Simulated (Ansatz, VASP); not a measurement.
## Cross-check of Rh between VASP and Ansatz

Aim: how closely do two programs agree when they are given the same cell, functional and k mesh? The cell is taken from a series of VASP runs on this material, whose earlier steps may have relaxed, scaled or displaced it; both programs get it as it stands.

Program: Ansatz 0.2.0. Level of theory: plane waves, with VASP 6.6.1 beside it; relaxation of cell and atoms at PBEsol. Results are calculated unless marked as measured.

### Step 1. The structure

The structure is cubic, space group Fm-3m (No. 225). The conventional cell has a = 3.779 Å, b = 3.779 Å, c = 3.779 Å, α = 90.00°, β = 90.00°, γ = 90.00°. Rh has 12 Rh at 2.67 Å nearest.

Coordinates:

```xyz
1
Lattice="0.0000 1.8897 1.8897 1.8897 0.0000 1.8897 1.8897 1.8897 0.0000" Properties=species:S:1:pos:R:3 pbc="T T T"
Rh    0.0000    0.0000    0.0000
```

### Step 2. VASP: relaxation of cell and atoms, PBEsol

The relaxed volume is the usual yardstick between codes: its relative difference is about their pressure difference at one cell divided by the bulk modulus.

Lines of VASP's logs that name or quote its potential files are left out, and so is its time.

Input file INCAR:

```
SYSTEM = Rh
PREC = Accurate
ENCUT = 520
EDIFF = 1E-07
NELM = 100
ISMEAR = 1
SIGMA = 0.15
LREAL = .FALSE.
ALGO = Normal
GGA = PS
NBANDS = 13
LASPH = .TRUE.
LORBIT = 11
LWAVE = .FALSE.
LCHARG = .FALSE.
KPAR = 4
IBRION = 2
NSW = 50
ISIF = 3
EDIFFG = -0.005
```

Input file POSCAR:

```
Rh
1.0
    0.0000000000      1.8897208286      1.8897208286
    1.8897208286      0.0000000000      1.8897208286
    1.8897208286      1.8897208286      0.0000000000
Rh
1
Direct
    0.0000000000      0.0000000000      0.0000000000
```

Input file KPOINTS:

```
Automatic mesh
0
Gamma
22 22 22
0 0 0
```

Potentials, in the order of the species: Rh_pv (PBE family, release 64).

Started as:

```bash
$ mpirun -np 4 vasp_std
```

Numbers of over 12 decimals in the logs are rounded to 6 here.

Output:

```text
[banner, memory and clock lines left out]
running    4 mpi-ranks, on    1 nodes
 distrk:  each k-point on    1 cores,    4 groups
 distr:  one band on    1 cores,    1 groups

 POSCAR found type information on POSCAR Rh
 POSCAR found :  1 types and       1 ions
|                                                                             |
|               ----> ADVICE to this user running VASP <----                  |
|                                                                             |
|     You enforced a specific xc type in the INCAR file but a different       |
|     [... a line on the potential file left out ...]
|     I HOPE YOU KNOW WHAT YOU ARE DOING!                                     |
|                                                                             |

 LDA part: xc-table for (Slater+PW92), standard interpolation
 POSCAR, INCAR and KPOINTS ok, starting setup
 FFT: planning ... GRIDC
 FFT: planning ... GRID_SOFT
 FFT: planning ... GRID
 WAVECAR not read
 entering main loop
       N       E                     dE             d eps       ncg     rms          rms(c)
DAV:   1     0.118258931252E+03    0.11826E+03   -0.89437E+03  8564   0.124E+03
DAV:   2    -0.725557798977E+01   -0.12551E+03   -0.11998E+03  9073   0.357E+02
DAV:   3    -0.876241559908E+01   -0.15068E+01   -0.15029E+01 10168   0.435E+01
DAV:   4    -0.876907531613E+01   -0.66597E-02   -0.66587E-02  9771   0.297E+00
DAV:   5    -0.876915181048E+01   -0.76494E-04   -0.76491E-04 10576   0.291E-01    0.115E+01
DAV:   6    -0.815955391661E+01    0.60960E+00   -0.10328E+00 10113   0.149E+01    0.381E+00
DAV:   7    -0.814298163475E+01    0.16572E-01   -0.10955E-01 10278   0.268E+00    0.152E+00
DAV:   8    -0.813840369131E+01    0.45779E-02   -0.10272E-02  9483   0.146E+00    0.142E-01
DAV:   9    -0.813798895837E+01    0.41473E-03   -0.93803E-04 10288   0.447E-01    0.187E-02
DAV:  10    -0.813799315660E+01   -0.41982E-05   -0.95870E-06 10011   0.393E-02    0.676E-03
DAV:  11    -0.813799329136E+01   -0.13476E-06   -0.12513E-06  9903   0.134E-02    0.489E-04
DAV:  12    -0.813799320828E+01    0.83072E-07   -0.71793E-09  7114   0.124E-03
   1 F= -.81379932E+01 E0= -.81377907E+01  d E =-.813799E+01
 curvature:   0.00 expect dE= 0.000E+00 dE for cont linesearch  0.000E+00
 trial: gam= 0.00000 g(F)=  0.169E-61 g(S)=  0.117E-06 ort = 0.000E+00 (trialstep = 0.100E+01)
 search vector abs. value=  0.117E-06
 reached required accuracy - stopping structural energy minimisation
```

From OUTCAR (step 2):

```text
ion  position               nearest neighbor table
   1  0.000  0.000  0.000-

  LATTYP: Found a face centered cubic cell.
 ALAT       =     3.7794416572

 Subroutine GETGRP returns: Found 48 space group operations
 (whereof 48 operations were pure point group operations)

The static configuration has the point symmetry O_h .

 Found    328 irreducible k-points:

   k-points           NKPTS =    328   k-points in BZ     NKDIM =    328   number of bands    NBANDS=     13

   dimension x,y,z NGX =    20 NGY =   20 NGZ =   20
   dimension x,y,z NGXF=    40 NGYF=   40 NGZF=   40

   ENCUT  =  520.0 eV  38.22 Ry    6.18 a.u.   4.97  4.97  4.97*2*pi/ulx,y,z

   NELECT =      15.0000    total number of electrons

 k-points in reciprocal lattice and weights: Automatic mesh
   0.00000000  0.00000000  0.00000000       0.000
   0.04545455  0.00000000  0.00000000       0.001
   0.09090909  0.00000000  0.00000000       0.001
   0.13636364  0.00000000  0.00000000       0.001
   0.18181818  0.00000000  0.00000000       0.001
   0.22727273  0.00000000  0.00000000       0.001
   0.27272727  0.00000000  0.00000000       0.001
   0.31818182  0.00000000  0.00000000       0.001
   0.36363636  0.00000000  0.00000000       0.001
[...]
-0.27272727  0.45454545  0.22727273       0.002
  -0.27272727  0.50000000  0.22727273       0.001

 average (electrostatic) potential at core
       1 -70.4454

 E-fermi :  12.0972

 k-point     1 :       0.0000    0.0000    0.0000
  band No.  band energies     occupation
    ...
      5       8.9111      2.00000
      6       8.9111      2.00000
      7       8.9111      2.00000
      8      11.0859      2.00000
      9      11.0859      2.00000
     10      28.0167      0.00000
     11      32.4075      0.00000
     12      33.5733      0.00000
     13      33.5733      0.00000

 k-point     2 :       0.0455    0.0000    0.0000
  band No.  band energies     occupation
    ...
      5       8.8717      2.00000
      6       8.9451      2.00000
      7       8.9451      2.00000
      8      11.0660      2.00000
      9      11.0660      2.00000
     10      28.1442      0.00000
     11      32.4060      0.00000
     12      33.0841      0.00000
     13      33.7000      0.00000

 k-point     3 :       0.0909    0.0000    0.0000
  band No.  band energies     occupation
    ...
      5       8.7667      2.00000
      6       9.0390      2.00000
      7       9.0390      2.00000
      8      11.0172      2.00000
      9      11.0172      2.00000
     10      28.5009      0.00000
     11      31.9706      0.00000
     12      32.4149      0.00000
     13      34.0718      0.00000

  Total        0.0008995      0.0008995      0.0008995      0.0000000      0.0000000      0.0000000
  in kB        0.1067797      0.1067797      0.1067797      0.0000000      0.0000000      0.0000000
  external PRESSURE =       0.1067797 kB  Pullay stress =       0.0000000 kB

  energy-cutoff  :      520.00
  volume of cell :       13.50
      direct lattice vectors                 reciprocal lattice vectors
     0.000000000  1.889720829  1.889720829    -0.264589347  0.264589347  0.264589347
     1.889720829  0.000000000  1.889720829     0.264589347 -0.264589347  0.264589347
     1.889720829  1.889720829  0.000000000     0.264589347  0.264589347 -0.264589347

 POSITION                                       TOTAL-FORCE (eV/Angst)
 -----------------------------------------------------------------------------------
      0.00000      0.00000      0.00000         0.000000     -0.000000      0.000000
 -----------------------------------------------------------------------------------
    total drift:                               -0.000000     -0.000000     -0.000000

  FREE ENERGIE OF THE ION-ELECTRON SYSTEM (eV)
  ---------------------------------------------------
  free  energy   TOTEN  =        -8.1379932083 eV

  energy  without entropy=       -8.1373857010  energy(sigma->0) =       -8.13779071

 reached required accuracy - stopping structural energy minimisation

 total charge
# of ion       s       p       d       tot
------------------------------------------
    1        0.417   6.317   7.075  13.809

[... 3 further parts left out ...]
```

CONTCAR:

```
Rh
   1.00000000000000
     0.0000000000000000    1.8897208286000000    1.8897208286000000
     1.8897208286000000    0.0000000000000000    1.8897208286000000
     1.8897208286000000    1.8897208286000000    0.0000000000000000
  Rh
     1
Direct
     0.0000000000000000    0.0000000000000000    0.0000000000000000
```

This run has no spin polarisation. Its electron count is odd, so without a moment it is a metal by construction. The PAW data sets were made with PBE, which is usual practice but a small mismatch for other functionals. The run keeps the 48 symmetry operations of its start, so it cannot find a distortion of lower symmetry.

### Step 3. Ansatz: relaxation of cell and atoms, PBEsol

Ansatz runs on its default PAW (the set named soft_2) files.

The same cell, functional, mesh and smearing now go to Ansatz, which takes its cutoff from its data sets.

Input file input.yaml:

```yaml
crystal:
  lattice:
    - [0.0, 1.8897208286, 1.8897208286]
    - [1.8897208286, 0.0, 1.8897208286]
    - [1.8897208286, 1.8897208286, 0.0]
  atoms:
    - { symbol: Rh, position: [0.0, 0.0, 0.0] }
hamiltonian:
  xc: pbesol
  pseudopotentials: { kind: paw }
kpoints:
  mp_grid: { grid: [22, 22, 22] }
scf:
  occupations: { method: methfessel_paxton, width: 0.15 }
relax:
  f_tol: 0.01
  max_steps: 60
  cell: { stress_tol: 0.05 }
output:
  forces: true
  stress: true
  write_density: true
  write_potential: true
  elf: true
  volumetric_format: npy
```

Started as:

```bash
$ ansatz run input.yaml --threads 4 --pin off --max-ram 9216MiB --backend cpu --events-out ev --progress --plain --runs-dir out
```

Output:

```text
Engine: ansatz 0.2.0, aarch64-unknown-linux-gnu
Pseudopotentials: kind: paw
Pseudopotential: Rh, paw, valence charge 17, recommended cutoff 420 eV (normal), Rh.paw.azcp
Functional definition: PBEsol
  exchange = pbesol_x
  correlation = pbesol_c
Crystal: 1 atoms, lattice volume = 13.497 Å³
Basis set: ecut = 420 eV, 259 PW (Γ), exchange–correlation on 36×36×36 points (8 copies of the dense FFT grid, shifted against one another)
Bands: 13, of which v1, the nominal top of the filled ones, is band 9 counted from 1 (8 counted from 0)
Symmetry: 48 space group operations
Space group: Fm-3m (ITA 225), of the structure as read, at distance tolerance 2.4e-5 Å
k-points: 328 of 10648
Non-local potential: Rh, projectors of the file, l = 0: 3, l = 1: 2, l = 2: 2, l = 3: 1
PAW form: soft (Blöchl's): semilocal exchange-correlation on the pseudo side does not see the compensation charge
PAW frozen core: Rh, regenerated for the run's functional, and the local potential with it (the file was generated under x = pbe(κ = 0.804, μ = 0.219515), c = pbe(β = 0.066725))
PAW one-centre angular grid: Rh, 590 points (default); XC on 64 Gauss nodes
Initial density: superposition of atomic densities (neutral atoms: chi_scale 0, normalization atom), corrected by the library's trained network
Initial wavefunctions: pseudopotential atomic-orbital guess
Functional: x = pbesol(κ = 0.804, μ = 0.123457), c = pbesol(β = 0.046)
SCF iter   1: F=—  HF=-6338.749075 eV  |F-HF|=—  |Δ(HF+E_count)|=         —  Δρ=9.61e-3  dr2=1.00e-2  ethr=1.77e-3  ⟨swp⟩=4.8  Hψ=23123  notcnv=0
preconditioner: auto → none  [metal: Δε(μ)=0.005 eV  Ē_g=14.173 eV  σ=0.150 eV  W_gap=0.03  n_scr=0 (ndim 8)  ℏωp=30.3 eV  f_vac=0.000  D(μ)=1.33/eV (n_scr^D=14)]
SCF iter   2: F=—  HF=-6338.746251 eV  |F-HF|=—  |Δ(HF+E_count)|=   2.82e-3  S|Δr|=    0.00e0  Δρ=3.64e-3  dr2=9.92e-4  ethr=5.91e-5  ⟨swp⟩=2.6  Hψ=8995  notcnv=0
SCF iter   3: F=—  HF=-6338.745964 eV  |F-HF|=—  |Δ(HF+E_count)|=   2.86e-4  S|Δr|=    0.00e0  Δρ=1.40e-3  dr2=4.78e-5  ethr=5.84e-6  ⟨swp⟩=2.5  Hψ=6339  notcnv=0
SCF iter   4: F=—  HF=-6338.745959 eV  |F-HF|=—  |Δ(HF+E_count)|=   5.02e-6  S|Δr|=    0.00e0  Δρ=9.22e-5  dr2=3.90e-7  ethr=2.81e-7  ⟨swp⟩=2.0  Hψ=7048  notcnv=0
SCF iter   5: F=-6338.745959 eV  HF=-6338.745959 eV  |F-HF|=3.98e-9  |Δ(HF+E_count)|=   7.01e-8  S|Δr|=    0.00e0  Δρ=2.31e-5  dr2=1.55e-8  ethr=5.88e-10  ⟨swp⟩=7.1  Hψ=21572  notcnv=0
SCF 1 converged in 5 iterations: F = -6338.745959 eV  dr2 = 1.55e-8
  greatest PAW one-centre occupation: 1.000 electrons in one spin orbital (limit 2), on the Rh atom at site 0 (counted from 0), in its partial waves of l = 0
relax step   1: F+E_penalty+E_count = -6338.74595929 eV  Δ(F+E_penalty+E_count) = +0.000e0 eV  max|allowed force component| = 0.000e0 eV/Å  Δτ_max = 0.0000 Å  P = +0.078 GPa  Ω = 13.497 Å³  (5 SCF iters, dr2 threshold 1.00e-7 eV, accepted)
[...]
relax step   2: F+E_penalty+E_count = -6338.74595578 eV  Δ(F+E_penalty+E_count) = +3.506e-6 eV  max|allowed force component| = 0.000e0 eV/Å  Δτ_max = 0.0000 Å  P = -0.062 GPa  Ω = 13.503 Å³  energy of the carried Pulay correction = -3.829e-6 eV  (3 SCF iters, dr2 threshold 1.52e-8 eV, accepted)
[...]
relax step   3: F+E_penalty+E_count = -6338.74595802 eV  Δ(F+E_penalty+E_count) = -2.235e-6 eV  max|allowed force component| = 0.000e0 eV/Å  Δτ_max = 0.0000 Å  P = -0.000 GPa  Ω = 13.500 Å³  energy of the carried Pulay correction = -2.135e-6 eV  (2 SCF iters, dr2 threshold 9.58e-9 eV, accepted)
[...]
relax step   4: F+E_penalty+E_count = -6338.74596189 eV  Δ(F+E_penalty+E_count) = -3.874e-6 eV  max|allowed force component| = 0.000e0 eV/Å  Δτ_max = 0.0000 Å  P = -0.000 GPa  Ω = 13.500 Å³  stress off target by 2.36e-4 GPa  SCF on the basis re-selected at this cell (its energy is not comparable with the rows above)  (4 SCF iters)
basis re-selected at this cell: Δ(F+E_penalty+E_count) = -3.874e-6 eV, ΔP = +0.000 GPa vs the last step (what re-selecting the basis moved, of the pressure what is left beyond the Pulay correction that the steps carried, after the strain that the cell walked since its last selection, with what the two solves' SCF thresholds leave and, on support functions, any second-order correction that the steps lacked; it is no measure of the basis error at this ecutwfc). This SCF's stress stands 2.36e-4 GPa from its target on what of the cell is left free (relax.cell.stress_tol is 5.00e-2 GPa) and its largest allowed force component is 0.00e0 eV/Å (relax.f_tol is 1.00e-2 eV/Å): [rest of the remark cut]
SCF converged after 4 iterations
Stability not checked: this state was not tested for a lower state beside it, because cold or Methfessel-Paxton smearing, or corrected tetrahedra, fill the levels in a way that the test cannot read (fill_not_monotonic; see scf.lower_state_search)
Free energy (F): -6338.745962 eV
Harris-Foulkes:  -6338.745962 eV  (|F-HF|=1.82e-12)
Internal energy: -6338.745358 eV  (E = F + TS)
E sigma→0 (E₀):  -6338.745811 eV
Entropy (-TS):   -0.000603 eV (-0.603 meV/atom)
Fermi energy:    22.772098 eV
--- Per-component energies (eV) ---
  E_band       = -79.777323
  E_kinetic    = 573.731673
  E_local      = -1540.932938  (includes V_loc(G=0)·N_el)
  E_nonlocal   = 356.256142
  E_hartree    = 540.521609
  E_xc         = -220.855492
  E_vxc        = -278.290950  (∫ρ·V_xc dr)
  E_paw        = -3523.796625  (= ΣΔE_a)
  E_vpaw       = -271.585270  (= ΣTr[D̂ρ^β])
  E_aug_tail   = 0.000801  (compensation charges beyond the density's cutoff)
  E_ewald      = -2523.946727
  E_core_change = 0.276200  (= ΣΔE_core)
  E_smearing   = -0.000603  (= −TS)
  E_closure    = 0.000000  (closes the sum)
  Σ components = -6338.745962   (vs F -6338.745962, Δ=0.00e0)
--- Forces (eV/Å), atoms counted from 1 ---
  atom   1  Rh    -0.00000000     0.00000000    -0.00000000
  max |Σ_I F_I| component: 3.94e-31 eV/Å
--- Stress (GPa, compression-positive) ---
       -0.000236      -0.000000      -0.000000
       -0.000000      -0.000236      -0.000000
       -0.000000      -0.000000      -0.000236
  P = ⅓ Tr σ = -0.0002 GPa (-0.002 kbar)
--- Band table (eV; the first three rows and the last of 328) ---
  k-point 0: bands = [... 5 lower, 19.5830, 19.5830, 19.5830, 21.7568, 21.7568, 38.4833, 43.9071, 43.9071]
  k-point 1: bands = [... 5 lower, 19.5439, 19.6172, 19.6172, 21.7371, 21.7371, 38.6087, 43.4496, 44.0303]
  k-point 2: bands = [... 5 lower, 19.4393, 19.7114, 19.7114, 21.6885, 21.6885, 38.9602, 42.4036, 44.3973]
  k-point 327: bands = [... 5 lower, 18.4620, 19.2376, 21.5746, 23.8015, 31.8408, 33.0600, 34.1029, 35.5713]
--- Relaxed structure (3 steps of the walk, 3 accepted, 1 SCFs on fresh bases) ---
  F+E_penalty+E_count = -6338.74596189 eV   max|allowed force component| = 0.000e0 eV/Å   (the final SCF, on the basis selected at the relaxed cell)
  cell:  # Å, volume = 13.5001 Å³
    - [0, 1.889887, 1.889887]
    - [1.889887, 0, 1.889887]
    - [1.889887, 1.889887, 0]
  atoms:
    - { symbol: Rh, position: [0.0, 0.0, 0.0] }
```

Elapsed: 2.6 s, on 4 threads of Arm Neoverse V2, shared host; peak memory 0.35 GiB; 8.9 s of CPU time.

### Step 4. Differences

Known differences besides the potentials themselves: both relaxations stop at a tolerance, which leaves soft axes loose, and VASP keeps its plane-wave basis; the data sets hold 17 valence electrons in Ansatz (default PAW (the set named soft_2) files) and 15 in VASP; the cutoff is 420 eV in Ansatz and 520 eV in VASP; Ansatz makes its cores anew for this functional, VASP keeps those of its PBE data sets; Ansatz adds a Pulay correction to the stress that steers its cell, VASP none. Total energies have different zeros and are not compared.

Both answers:

| quantity | Ansatz | VASP | difference |
| --- | --- | --- | --- |
| volume (Å³) | 13.50 | 13.50 | +0.03 % |
| edge a after relaxation, in the typed setting (Å) | 2.673 | 2.672 | +0.01 % |

The walks stopped with 0.00 GPa left in Ansatz and 0.01 GPa in VASP; each walk ends within a tolerance, so the volume difference is uncertain by about these residues over the bulk modulus, most in soft cells.

### Step 5. Results

* difference in volume (relaxation of cell and atoms, PBEsol): 0.026 %

What this shows: The difference in volume is 0.026 % (relaxation of cell and atoms, PBEsol), within the 1.2 % picked in this series as the mark of a large difference, as far as the stopping tolerances let one tell. How closely two codes agree says nothing of how well the functional describes the real material.

[Lines on the potential files, build, host, timing and source positions are cut from VASP's logs without a mark.]

[Logs are printed without paths, hosts, clocks, repeated set-up lines and the standing remarks that a program may print on its own settings, such as how far it seeks lower states.]

[Hosts, paths, dates, database ids (printed as entryN), source tags and the programs' standing remarks are cut or masked in the printed files.]
